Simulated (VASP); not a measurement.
```xyz
3
Lattice="0.0000 3.1327 3.1327 3.1327 0.0000 3.1327 3.1327 3.1327 0.0000" Properties=species:S:1:pos:R:3 pbc="T T T"
Mg     4.6991     4.6991     4.6991
Mg     1.5664     1.5664     1.5664
Ge     0.0000     0.0000     0.0000
```

Level of theory: LDA (Ceperley-Alder, Perdew-Zunger), VASP's LDA PAW potentials (set 64) (plane waves; VASP). Numerical set-up: 400 eV cut-off, 14×14×14 Γ-centred mesh, Gaussian smearing of 0.010 eV, potentials Mg Ge_d.

**Question.** Give the direction-averaged independent-particle dielectric function (no local fields, no excitons; a broadening of 0.1 eV leaves a tail below the gap, and fine structure carries the noise of the k-mesh).

**Answer.** 
| ħω (eV) | ε₁ | ε₂ |
|---|---|---|
| 0.00 | 17.05 | 0.00 |
| 0.20 | 17.14 | 0.09 |
| 0.40 | 17.40 | 0.18 |
| 0.70 | 18.20 | 0.36 |
| 0.90 | 19.08 | 0.55 |
| 1.10 | 20.41 | 0.96 |
| 1.40 | 22.69 | 1.67 |
| 1.60 | 26.31 | 3.22 |
| 1.80 | 29.67 | 6.86 |
| 2.10 | 30.12 | 14.60 |
| 2.30 | 29.45 | 23.24 |
| 2.50 | 29.13 | 31.85 |
| 2.80 | 9.35 | 43.86 |
| 3.00 | -0.86 | 39.99 |
| 3.30 | -13.63 | 26.85 |
| 3.50 | -12.36 | 20.56 |
| 3.70 | -12.76 | 17.67 |
| 4.00 | -10.21 | 10.64 |
| 4.20 | -8.00 | 10.30 |
| 4.40 | -8.38 | 10.38 |
| 4.70 | -8.86 | 7.11 |
| 4.90 | -7.78 | 5.93 |
| 5.10 | -6.90 | 5.24 |
| 5.40 | -7.11 | 4.28 |
| 5.60 | -6.29 | 2.94 |
| 5.80 | -5.14 | 2.72 |
| 6.10 | -5.03 | 2.75 |
| 6.30 | -4.51 | 2.05 |
| 6.60 | -3.69 | 1.86 |
| 6.80 | -3.88 | 1.94 |
| 7.00 | -3.54 | 1.32 |
| 7.30 | -3.04 | 1.12 |
| 7.50 | -2.88 | 0.94 |
| 7.70 | -2.50 | 0.87 |
| 8.00 | -2.16 | 0.77 |
| 8.20 | -2.04 | 0.78 |
| 8.40 | -1.99 | 0.74 |
| 8.70 | -1.73 | 0.49 |
| 8.90 | -1.56 | 0.49 |
| 9.20 | -1.38 | 0.39 |
ε₂ peaks at 2.8 eV (height 43.9); ε₁(0) averages 17.05, so the electronic refractive index below the gap tends to √17.05 = 4.13.

The structure comes from a computed database's Mg2Ge entry (Fm-3m); how it stands against other phases isn't given here. It was relaxed first.
